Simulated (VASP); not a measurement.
## GaSn: structure and properties in VASP

What structure does GaSn take at this level, and what are its properties? The steps: rough relaxation of the start cell, full relaxation (r2SCAN + rVV10), density, ELF and potential (r2SCAN + rVV10), band structure (r2SCAN + rVV10), density of states (r2SCAN + rVV10) and zone-centre phonons (r2SCAN + rVV10). The cell is invented: other elements were put on sites of a known structure type. It may not be a known or stable phase. Left out of this account: 1 further run (core levels: core levels are not valid at this level).

Calculated with VASP 6.6.1; r2SCAN with rVV10; plane waves and PAW (Ga_d, Sn_d); invented cell.

**1. The starting structure**

Before any relaxation, the start is as follows. Symmetry: P6_3/mmc, No. 194, hexagonal system. The conventional cell has a = 4.056 Å, b = 4.056 Å, c = 6.186 Å, α = 90.00°, β = 90.00°, γ = 120.00°. Nearest to Ga lie 6 Sn at 2.81 Å. Nearest to Sn lie 6 Ga at 2.81 Å and 2 Sn at 3.09 Å. Farther neighbours are not listed.

As a file:

```cif
data_structure
_symmetry_space_group_name_H-M 'P6_3/mmc'
_symmetry_Int_Tables_number 194
_cell_length_a 4.0555
_cell_length_b 4.0555
_cell_length_c 6.1861
_cell_angle_alpha 90.000
_cell_angle_beta 90.000
_cell_angle_gamma 120.000
_cell_volume 88.11
loop_
_atom_site_label
_atom_site_type_symbol
_atom_site_symmetry_multiplicity
_atom_site_Wyckoff_symbol
_atom_site_fract_x
_atom_site_fract_y
_atom_site_fract_z
_atom_site_occupancy
Ga1 Ga 2 c 0.66667 0.33333 0.75000 1
Sn1 Sn 2 a 0.00000 0.00000 0.00000 1
```

**2. Rough relaxation of the start cell**

The start is only an estimate, so a cheap relaxation brings it near a minimum before any careful run. r2SCAN adds the kinetic-energy density, costs more than a GGA and is run with LASPH. LUSE_VDW switches on a nonlocal correlation term for dispersion.

Contents of INCAR:

```
SYSTEM = GaSn
PREC = Normal
ENCUT = 400
EDIFF = 1E-05
NELM = 60
ISMEAR = 1
SIGMA = 0.2
LREAL = .FALSE.
ALGO = Normal
METAGGA = R2SCAN
LUSE_VDW = .TRUE.
IVDW_NL = 2
BPARAM = 11.95
CPARAM = 0.0093
LASPH = .TRUE.
NBANDS = 33
LORBIT = 11
LWAVE = .FALSE.
LCHARG = .FALSE.
KPAR = 2
IBRION = 2
NSW = 40
ISIF = 3
EDIFFG = -0.04
```

Contents of POSCAR:

```
GaSn
1.0
    4.0555373700      0.0000000000      0.0000000000
   -2.0277686800      3.5121983900      0.0000000000
    0.0000000000      0.0000000000      6.1861190200
Ga Sn
2 2
Direct
    0.6666666700      0.3333333300      0.7500000000
    0.3333333300      0.6666666700      0.2500000000
    0.0000000000      0.0000000000      0.0000000000
    0.0000000000      0.0000000000      0.5000000000
```

Contents of KPOINTS:

```
Automatic mesh
0
Gamma
5 5 3
0 0 0
```

PAW data sets: Ga_d and Sn_d (PBE family, release 64).

Launch:

```console
$ mpirun -np 2 vasp_std
```

Output:

```text
[banner, memory and clock lines left out]
running    2 mpi-ranks, on    1 nodes
 distrk:  each k-point on    1 cores,    2 groups
 distr:  one band on    1 cores,    1 groups

 POSCAR found type information on POSCAR GaSn
 POSCAR found :  2 types and       4 ions
|                                                                             |
|               ----> ADVICE to this user running VASP <----                  |
|                                                                             |
|     You have switched on vdW-DFT.                                           |
|     This routine was written and supplied by Jiri Klimes. We recommend      |
|     that you carefully read and cite the following publications:            |
|       J. Klimes, D.R. Bowler, A. Michelides                                 |
|          J. Phys.: Cond Matt. 22 022201 (2010)                              |
|       J. Klimes, D.R. Bowler, A. Michelides                                 |
|          Phys. Rev. B. 83, 195131 (2011)                                    |
|     and references therein.                                                 |
|                                                                             |

|                                                                             |
|               ----> ADVICE to this user running VASP <----                  |
|                                                                             |
|     You enforced a specific xc type in the INCAR file but a different       |
|     [... a line on the potential file left out ...]
|     I HOPE YOU KNOW WHAT YOU ARE DOING!                                     |
|                                                                             |

 LDA part: xc-table for (None), standard interpolation
 POSCAR, INCAR and KPOINTS ok, starting setup
 FFT: planning ... GRIDC
 FFT: planning ... GRID_SOFT
 FFT: planning ... GRID
 WAVECAR not read
 entering main loop
       N       E                     dE             d eps       ncg     rms          rms(c)
Total rVV10 correction in eV:      1.5090463    57.9359691
Total rVV10 correction in eV:      1.5090463    57.9359691
DAV:   1     0.366202702492E+03    0.36620E+03   -0.23983E+04   668   0.256E+03
DAV:   2    -0.189519943467E+02   -0.38515E+03   -0.37984E+03   684   0.545E+02
DAV:   3    -0.744293292011E+02   -0.55477E+02   -0.55139E+02   780   0.182E+02
DAV:   4    -0.764437703692E+02   -0.20144E+01   -0.20065E+01   764   0.395E+01
DAV:   5    -0.765249764467E+02   -0.81206E-01   -0.81199E-01  1006   0.734E+00    0.514E+00
Total rVV10 correction in eV:      1.5007544    57.9359842
Total rVV10 correction in eV:      1.5007544    57.9359842
DAV:   6    -0.698995424382E+02    0.66254E+01   -0.17935E+00   813   0.180E+01    0.252E+00
Total rVV10 correction in eV:      1.5006394    57.9359843
Total rVV10 correction in eV:      1.5006394    57.9359843
DAV:   7    -0.699049047332E+02   -0.53623E-02   -0.73271E-02   802   0.289E+00    0.108E+00
Total rVV10 correction in eV:      1.5008718    57.9359843
Total rVV10 correction in eV:      1.5008718    57.9359843
DAV:   8    -0.699090430056E+02   -0.41383E-02   -0.15037E-02   797   0.806E-01    0.134E-01
Total rVV10 correction in eV:      1.5006459    57.9359843
Total rVV10 correction in eV:      1.5006459    57.9359843
DAV:   9    -0.699086839593E+02    0.35905E-03   -0.41743E-03   825   0.829E-01    0.466E-02
Total rVV10 correction in eV:      1.5008509    57.9359843
Total rVV10 correction in eV:      1.5008509    57.9359843
DAV:  10    -0.699087284655E+02   -0.44506E-04   -0.34517E-04   764   0.163E-01    0.220E-02
Total rVV10 correction in eV:      1.5009704    57.9359843
Total rVV10 correction in eV:      1.5009704    57.9359843
DAV:  11    -0.699087231841E+02    0.52814E-05   -0.30659E-05   644   0.504E-02
Total rVV10 correction in eV:      1.5010437    57.9359843
Total rVV10 correction in eV:      1.5010437    57.9359843
Total rVV10 correction in eV:      1.5010294    57.9359843
Total rVV10 correction in eV:      1.5010294    57.9359843
   1 F= -.69908723E+02 E0= -.69910547E+02  d E =-.699087E+02
 curvature:   0.00 expect dE= 0.000E+00 dE for cont linesearch  0.000E+00
 trial: gam= 0.00000 g(F)=  0.712E-44 g(S)=  0.564E+00 ort = 0.000E+00 (trialstep = 0.100E+01)
 search vector abs. value=  0.564E+00
 bond charge predicted
       N       E                     dE             d eps       ncg     rms          rms(c)
Total rVV10 correction in eV:      1.4945543    57.9359843
Total rVV10 correction in eV:      1.4945543    57.9359843
DAV:   1    -0.801937231451E+02   -0.10285E+02   -0.22140E+02   778   0.231E+02    0.176E+01
Total rVV10 correction in eV:      1.5317769    57.9359384
Total rVV10 correction in eV:      1.5317769    57.9359384
DAV:   2    -0.725300924806E+02    0.76636E+01   -0.12742E+01   788   0.458E+01    0.858E+00
Total rVV10 correction in eV:      1.5652221    57.9359388
Total rVV10 correction in eV:      1.5652221    57.9359388
DAV:   3    -0.702095110377E+02    0.23206E+01   -0.65900E+00   879   0.313E+01    0.122E+00
Total rVV10 correction in eV:      1.5639675    57.9359392
Total rVV10 correction in eV:      1.5639675    57.9359392
DAV:   4    -0.700806855254E+02    0.12883E+00   -0.56613E-01   747   0.833E+00    0.658E-01
Total rVV10 correction in eV:      1.5676447    57.9359391
Total rVV10 correction in eV:      1.5676447    57.9359391
DAV:   5    -0.700672077767E+02    0.13478E-01   -0.44723E-02   803   0.241E+00    0.270E-01
Total rVV10 correction in eV:      1.5683003    57.9359391
Total rVV10 correction in eV:      1.5683003    57.9359391
DAV:   6    -0.700654408403E+02    0.17669E-02   -0.14140E-02   822   0.143E+00    0.195E-01
Total rVV10 correction in eV:      1.5700342    57.9359391
Total rVV10 correction in eV:      1.5700342    57.9359391
DAV:   7    -0.700647676954E+02    0.67314E-03   -0.17238E-03   812   0.443E-01    0.315E-02
Total rVV10 correction in eV:      1.5698896    57.9359391
Total rVV10 correction in eV:      1.5698896    57.9359391
DAV:   8    -0.700647745769E+02   -0.68815E-05   -0.21249E-04   982   0.122E-01    0.117E-02
Total rVV10 correction in eV:      1.5699581    57.9359391
Total rVV10 correction in eV:      1.5699581    57.9359391
DAV:   9    -0.700647837424E+02   -0.91656E-05   -0.57831E-06   388   0.227E-02
Total rVV10 correction in eV:      1.5699231    57.9359391
Total rVV10 correction in eV:      1.5699231    57.9359391
Total rVV10 correction in eV:      1.5699456    57.9359391
Total rVV10 correction in eV:      1.5699456    57.9359391
   2 F= -.70064784E+02 E0= -.70066194E+02  d E =-.156061E+00
[...]
3 F= -.70088930E+02 E0= -.70091094E+02  d E =-.180207E+00
[...]
4 F= -.70088955E+02 E0= -.70091112E+02  d E =-.180232E+00
[...]
5 F= -.70103896E+02 E0= -.70107612E+02  d E =-.149408E-01
[...]
6 F= -.70071902E+02 E0= -.70072306E+02  d E =0.170524E-01
 curvature:  -2.53 expect dE=-0.222E+00 dE for cont linesearch -0.178E+00
 ZBRENT: interpolating
 opt :   1.7492  next Energy=   -70.109613 (dE=-0.207E-01)
 bond charge predicted
       N       E                     dE             d eps       ncg     rms          rms(c)
Total rVV10 correction in eV:      1.5528220    57.9359449
Total rVV10 correction in eV:      1.5528220    57.9359449
DAV:   1    -0.704426220558E+02   -0.37072E+00   -0.82719E+00   825   0.211E+01    0.345E+00
Total rVV10 correction in eV:      1.5521478    57.9359343
Total rVV10 correction in eV:      1.5521478    57.9359343
DAV:   2    -0.702293871725E+02    0.21323E+00   -0.35853E-01   701   0.599E+00    0.211E+00
Total rVV10 correction in eV:      1.5511304    57.9359344
Total rVV10 correction in eV:      1.5511304    57.9359344
DAV:   3    -0.701084011017E+02    0.12099E+00   -0.13494E-01   773   0.273E+00    0.116E-01
Total rVV10 correction in eV:      1.5511870    57.9359344
Total rVV10 correction in eV:      1.5511870    57.9359344
DAV:   4    -0.701106688901E+02   -0.22678E-02   -0.27512E-02   701   0.139E+00    0.867E-02
Total rVV10 correction in eV:      1.5511652    57.9359344
Total rVV10 correction in eV:      1.5511652    57.9359344
DAV:   5    -0.701106575541E+02    0.11336E-04   -0.60671E-04   970   0.162E-01    0.553E-02
Total rVV10 correction in eV:      1.5511357    57.9359344
Total rVV10 correction in eV:      1.5511357    57.9359344
DAV:   6    -0.701106724263E+02   -0.14872E-04   -0.56975E-05   573   0.779E-02    0.157E-02
Total rVV10 correction in eV:      1.5511289    57.9359344
Total rVV10 correction in eV:      1.5511289    57.9359344
DAV:   7    -0.701106743892E+02   -0.19629E-05   -0.18050E-05   522   0.429E-02
Total rVV10 correction in eV:      1.5511283    57.9359344
Total rVV10 correction in eV:      1.5511283    57.9359344
Total rVV10 correction in eV:      1.5511278    57.9359344
Total rVV10 correction in eV:      1.5511278    57.9359344
   7 F= -.70110674E+02 E0= -.70113061E+02  d E =-.217196E-01
 curvature:  -0.08 expect dE=-0.179E-04 dE for cont linesearch -0.126E-05
 trial: gam= 0.07311 g(F)=  0.158E-42 g(S)=  0.221E-03 ort =-0.526E-03 (trialstep = 0.110E+01)
 search vector abs. value=  0.240E-03
 reached required accuracy - stopping structural energy minimisation
```

It took 3.9 min on 2 MPI ranks of AMD EPYC 7R43, shared host; peak memory 0.38 GiB; 7.7 min of CPU time.

The logs omit lines about the potential files and the build; timing stands in the text.

From OUTCAR (step 2):

```text
ion  position               nearest neighbor table
   1  0.667  0.333  0.750-   3 2.81   4 2.81   3 2.81   4 2.81   3 2.81   4 2.81
   2  0.333  0.667  0.250-   3 2.81   4 2.81   3 2.81   4 2.81   3 2.81   4 2.81
   3  0.000  0.000  0.000-   1 2.81   2 2.81   2 2.81   1 2.81   1 2.81   2 2.81   4 3.09   4 3.09

  LATTYP: Found a hexagonal cell.
 ALAT       =     4.0555373700
 C/A-ratio  =     1.5253512557

 Subroutine GETGRP returns: Found 24 space group operations
 (whereof 12 operations were pure point group operations)

The static configuration has the point symmetry D_3d.
 The point group associated with its full space group is D_6h.

 Found     10 irreducible k-points:

   k-points           NKPTS =     10   k-points in BZ     NKDIM =     10   number of bands    NBANDS=     33

   dimension x,y,z NGX =    20 NGY =   20 NGZ =   30
   dimension x,y,z NGXF=    40 NGYF=   40 NGZF=   60

   ENCUT  =  400.0 eV  29.40 Ry    5.42 a.u.   6.61  6.61 10.09*2*pi/ulx,y,z

   NELECT =      54.0000    total number of electrons

 k-points in reciprocal lattice and weights: Automatic mesh
   0.00000000  0.00000000  0.00000000       0.013
   0.20000000 -0.00000000  0.00000000       0.080
   0.40000000  0.00000000  0.00000000       0.080
   0.20000000  0.20000000  0.00000000       0.080
   0.40000000  0.20000000  0.00000000       0.080
   0.00000000  0.00000000  0.33333333       0.027
   0.20000000 -0.00000000  0.33333333       0.160
   0.40000000  0.00000000  0.33333333       0.160
   0.20000000  0.20000000  0.33333333       0.160
   0.40000000  0.20000000  0.33333333       0.160

 average (electrostatic) potential at core
       1 -68.9430       2 -68.9430       3-106.1614       4-106.1614

 E-fermi :   6.2685

 k-point     1 :       0.0000    0.0000    0.0000
  band No.  band energies     occupation
    ...
     21      -5.2842      2.00000
     22      -1.0186      2.00000
     23      -0.9877      2.00000
     24       5.8214      2.00695
     25       5.8214      2.00696
     26       6.3988      0.11626
     27       8.0621     -0.00000
     28       8.0624     -0.00000
     29       8.2009     -0.00000
     30       9.4590     -0.00000
    ...

 k-point     2 :       0.2000   -0.0000    0.0000
  band No.  band energies     occupation
    ...
     22      -0.5895      2.00000
     23      -0.5679      2.00000
     24       2.5591      2.00000
     25       4.8498      2.00000
     26       5.3514      2.00000
     27       6.8549     -0.00027
     28       8.7639     -0.00000
     29       8.8367     -0.00000
     30       8.9972     -0.00000
     31       9.4300     -0.00000
    ...

 k-point     3 :       0.4000    0.0000    0.0000
  band No.  band energies     occupation
    ...
     23       0.6137      2.00000
     24       1.1007      2.00000
     25       2.9628      2.00000
     26       3.9631      2.00000
     27       3.9867      2.00000
     28       8.0850     -0.00000
     29       8.3299     -0.00000
     30       8.6670     -0.00000
     31       9.2503     -0.00000
     32       9.4399     -0.00000
    ...

  Total        0.0617686      0.0617686      0.1034961      0.0000000      0.0000000      0.0000000
  in kB        1.0191407      1.0191408      1.7076165      0.0000000      0.0000000      0.0000000
  external PRESSURE =       1.2486327 kB  Pullay stress =       0.0000000 kB

  energy-cutoff  :      400.00
  volume of cell :       97.11
      direct lattice vectors                 reciprocal lattice vectors
     4.251971760  0.000000000  0.000000000     0.235185005  0.135784126  0.000000000
    -2.125985875  3.682315562 -0.000000000    -0.000000000  0.271568252  0.000000000
    -0.000000000 -0.000000000  6.202016638    -0.000000000 -0.000000000  0.161237878

 POSITION                                       TOTAL-FORCE (eV/Angst)
 -----------------------------------------------------------------------------------
      2.12599      1.22744      4.65151         0.000000     -0.000000     -0.000000
     -0.00000      2.45488      1.55050        -0.000000     -0.000000      0.000000
      0.00000      0.00000      0.00000        -0.000000      0.000000      0.000000
      0.00000     -0.00000      3.10101         0.000000      0.000000      0.000000
 -----------------------------------------------------------------------------------
    total drift:                               -0.000005      0.000003      0.000000

  FREE ENERGIE OF THE ION-ELECTRON SYSTEM (eV)
  ---------------------------------------------------
  free  energy   TOTEN  =       -70.1106743892 eV

  energy  without entropy=      -70.1178334429  energy(sigma->0) =      -70.11306074

 reached required accuracy - stopping structural energy minimisation

 total charge
# of ion       s       p       d       tot
------------------------------------------
    1        0.981   0.597   9.947  11.525
    2        0.981   0.597   9.947  11.525
    3        1.193   1.114   9.988  12.295
    4        1.193   1.114   9.988  12.295
--------------------------------------------------
tot          4.349   3.421  39.870  47.640

[... 3 further parts left out ...]
```

CONTCAR:

```
GaSn
   1.00000000000000
     4.2519717604340848    0.0000000002842087    0.0000000000000000
    -2.1259858747287295    3.6823155623832307   -0.0000000000000000
    -0.0000000000000000   -0.0000000000000000    6.2020166377575832
  Ga              Sn
     2     2
Direct
     0.6666666699999979    0.3333333300000021    0.7500000000000000
     0.3333333300000021    0.6666666699999979    0.2500000000000000
     0.0000000000000000    0.0000000000000000    0.0000000000000000
     0.0000000000000000    0.0000000000000000    0.5000000000000000
```

The k-mesh is coarse for a metal. This relaxation is a rough one on cheap settings, only to bring the start near its minimum. The PAW data sets were made with PBE, which is usual practice but a small mismatch for other functionals. After so large a change of volume the plane waves of the start cell no longer fit, so the final stress carries a basis-set error. The run keeps the 24 symmetry operations of its start, so it cannot find a distortion of lower symmetry.

Relaxation path:

```csv
step,energy less that of the first step (eV),largest force (eV/Å),pressure (GPa),volume (Å³)
1,0.0000,0.0000,7.05,88.11
2,-0.1561,0.0000,-2.20,101.05
3,-0.1802,0.0000,-0.16,97.01
4,-0.1802,0.0000,-0.36,97.20
5,-0.1952,0.0000,-0.11,97.16
6,-0.1632,0.0000,1.17,96.92
7,-0.2020,0.0000,0.12,97.11
```

```csv
"conventional cell, symmetrised",before,after,change
a (Å),4.056,4.252,+4.8 %
b (Å),4.056,4.252,+4.8 %
c (Å),6.186,6.202,+0.3 %
volume (Å³/atom),22.03,24.28,+10.2 %
```

The relaxed structure:

```xyz
4
Lattice="4.2520 0.0000 0.0000 -2.1260 3.6823 0.0000 0.0000 0.0000 6.2020" Properties=species:S:1:pos:R:3 pbc="T T T"
Ga    2.1260    1.2274    4.6515
Ga    0.0000    2.4549    1.5505
Sn    0.0000    0.0000    0.0000
Sn    0.0000    0.0000    3.1010
```

This step gave:

* electrons: 54
* bands: 33
* irreducible k-points: 10
* symmetry operations: 24
* free energy (TOTEN): -70.1107 eV
* energy at zero smearing: -70.1131 eV
* Fermi energy: 6.269 eV
* pressure: 0.1249 GPa
* metallic: yes
* SCF cycles over all ionic steps: 53

It ends with forces that vanish by symmetry and a pressure of 0.12 GPa.

[end of part 1 of 4]

[Lines on the potential files, build, host, timing and source positions are cut from VASP's logs without a mark.]

[Logs are printed without paths, hosts, clocks, repeated set-up lines and the standing remarks that a program may print on its own settings, such as how far it seeks lower states.]

[Hosts, paths, dates, database ids (printed as entryN), source tags and the programs' standing remarks are cut or masked in the printed files.]

[A measured line is paired with the nearest computed mode of its activity, which favours agreement.]
